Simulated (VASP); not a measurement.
OSZICAR of a VASP run on HgTe (zinc blende):

File OSZICAR:
```
       N       E                     dE             d eps       ncg     rms          rms(c)
DAV:   1     0.333468074091E+01    0.33347E+01   -0.82749E+03  1464   0.122E+03
DAV:   2    -0.106455532226E+03   -0.10979E+03   -0.10424E+03  1601   0.271E+02
DAV:   3    -0.111132512420E+03   -0.46770E+01   -0.46593E+01  1771   0.584E+01
DAV:   4    -0.111174811757E+03   -0.42299E-01   -0.42292E-01  1956   0.519E+00
DAV:   5    -0.111175058318E+03   -0.24656E-03   -0.24656E-03  1791   0.329E-01    0.803E+00
DAV:   6    -0.105809429723E+03    0.53656E+01   -0.47182E+00  1541   0.351E+01    0.835E+00
DAV:   7    -0.105676648116E+03    0.13278E+00   -0.46763E-01  1461   0.101E+01    0.412E+00
DAV:   8    -0.105738410633E+03   -0.61763E-01   -0.22034E-01  1456   0.652E+00    0.164E+00
DAV:   9    -0.105576576143E+03    0.16183E+00   -0.31495E-01  1456   0.707E+00    0.501E-01
DAV:  10    -0.105590431162E+03   -0.13855E-01   -0.81605E-02  1456   0.372E+00    0.339E-01
DAV:  11    -0.105698736525E+03   -0.10831E+00   -0.60153E-02  1456   0.284E+00    0.305E-01
DAV:  12    -0.105702099795E+03   -0.33633E-02   -0.19041E-03  1806   0.494E-01    0.213E-01
DAV:  13    -0.105699890937E+03    0.22089E-02   -0.17321E-03  1456   0.586E-01    0.203E-01
DAV:  14    -0.105705434038E+03   -0.55431E-02   -0.31676E-02  1486   0.219E+00    0.438E-01
DAV:  15    -0.105707005231E+03   -0.15712E-02   -0.24697E-03  1486   0.696E-01    0.419E-01
DAV:  16    -0.105707184646E+03   -0.17942E-03   -0.74780E-05  1696   0.102E-01    0.425E-01
DAV:  17    -0.105707066701E+03    0.11795E-03   -0.86730E-05  1471   0.114E-01    0.374E-01
DAV:  18    -0.105706781832E+03    0.28487E-03   -0.86382E-04  1456   0.381E-01    0.162E-01
DAV:  19    -0.105707551586E+03   -0.76975E-03   -0.49428E-04  1456   0.270E-01    0.108E-01
DAV:  20    -0.105707979017E+03   -0.42743E-03   -0.11566E-03  1506   0.413E-01    0.688E-02
DAV:  21    -0.105707914366E+03    0.64651E-04   -0.17141E-04  1531   0.156E-01    0.230E-02
DAV:  22    -0.105707918645E+03   -0.42789E-05   -0.10230E-05  1686   0.340E-02    0.283E-02
DAV:  23    -0.105707919771E+03   -0.11257E-05   -0.12375E-06  1556   0.142E-02    0.293E-02
DAV:  24    -0.105707922213E+03   -0.24425E-05   -0.33192E-06  1466   0.256E-02    0.819E-03
DAV:  25    -0.105707922186E+03    0.27143E-07   -0.51718E-06  1456   0.347E-02    0.132E-02
DAV:  26    -0.105707921961E+03    0.22513E-06   -0.11623E-06  1466   0.132E-02    0.857E-03
DAV:  27    -0.105707921352E+03    0.60879E-06   -0.58367E-08  1058   0.300E-03    0.694E-03
DAV:  28    -0.105707920044E+03    0.13075E-05   -0.10759E-07  1016   0.411E-03    0.255E-03
DAV:  29    -0.105707919545E+03    0.49954E-06   -0.97265E-08  1032   0.401E-03    0.850E-04
DAV:  30    -0.105707919319E+03    0.22610E-06   -0.32298E-08   743   0.248E-03    0.714E-04
DAV:  31    -0.105707919433E+03   -0.11412E-06   -0.76003E-09   728   0.108E-03    0.572E-04
DAV:  32    -0.105707919419E+03    0.14393E-07   -0.31388E-08   863   0.212E-03
   1 F= -.10570792E+03 E0= -.10570792E+03  d E =0.000000E+00
       N       E                     dE             ncg
       N       E                     dE             ncg
```

### Question
Which electronic solver shows in the log?

### Answer
It is blocked Davidson (ALGO = Normal, or the opening steps of other solvers). The INCAR had ALGO = Normal.

### Question
Can the final energy be trusted as converged?

### Answer
The run converged. It stopped with EDIFF = 1E-7, NELM = 100 (SCAN meta-GGA, plane waves, VASP's PBE PAW potentials (set 64)).

The compound is HgTe in the zinc blende structure. It was relaxed first.
